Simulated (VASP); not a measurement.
Calculation: PBE GGA, VASP's PBE PAW potentials (set 64) (plane waves; VASP 6.6.1).

VASP ran on this input.

**POSCAR**
```
Li2S
1
    0.0000000000     2.9172000000     2.9172000000
    2.9172000000     0.0000000000     2.9172000000
    2.9172000000     2.9172000000     0.0000000000
Li S
2 1
Direct
  0.2500000000   0.2500000000   0.2500000000
  0.7500000000   0.7500000000   0.7500000000
  0.0000000000   0.0000000000   0.0000000000
```

### INCAR
```
SYSTEM = Li2S
PREC = Accurate; ENCUT = 520; LREAL = .False.
LASPH = .True.
EDIFF = 1E-6; NELM = 100; ALGO = Normal
ISMEAR = 0; SIGMA = 0.02
GGA = PE
ISIF = 2
LWAVE = .False.; LCHARG = .False.
```

### KPOINTS
```
Automatic mesh
0
Gamma
6 6 6
0 0 0
```

POTCAR, in this order: Li_sv S (PBE.64 set). Program: vasp_std.

What will the output report for the number of irreducible k-points (NKPTS), number of bands (NBANDS), largest plane-wave count, number of space-group operations, FFT grid (NGX, NGY, NGZ)?

```
Item                                          Result
--------------------------------------  ------------
number of irreducible k-points (NKPTS)            16
number of bands (NBANDS)                          10
largest plane-wave count                        1363
number of space-group operations                  48
FFT grid (NGX, NGY, NGZ)                32 × 32 × 32
```

The compound is Li2S in the antifluorite structure. The cell was not relaxed at this level. The run is one of a series of settings (SIGMA = 0.02 against the base run), some of them coarse on purpose.
